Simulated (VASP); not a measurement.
Data:

```yaml
crystal:
  lattice:
    - [0.00000, 1.92616, 1.92616]
    - [1.92616, 0.00000, 1.92616]
    - [1.92616, 1.92616, 0.00000]
  atoms:
    - { symbol: Ir, position: [0.00000, 0.00000, 0.00000] }
```

Level of theory: r2SCAN meta-GGA, VASP's PBE PAW potentials (set 64) (plane waves; VASP). Numerical set-up: 400 eV cut-off, 15×15×15 Γ-centred mesh, first-order Methfessel-Paxton smearing of 0.10 eV, potentials Ir.

Unless said otherwise, spin-orbit coupling is left out, though it shifts the bands of the heavy elements here.

Estimate the energy per atom (σ→0), band gap (on the k-mesh) with the smallest direct gap where there is one.

```
Property                                                     Value
------------------------  ----------------------------------------
band gap (on the k-mesh)  none (metal, semimetal or under 0.01 eV)
energy per atom (σ→0)                              -52.372 eV/atom
```

The absolute energy has meaning only against runs of the same code, potentials and settings.

The compound is Ir in the fcc structure. It was relaxed first. The start is the result of an earlier pass.
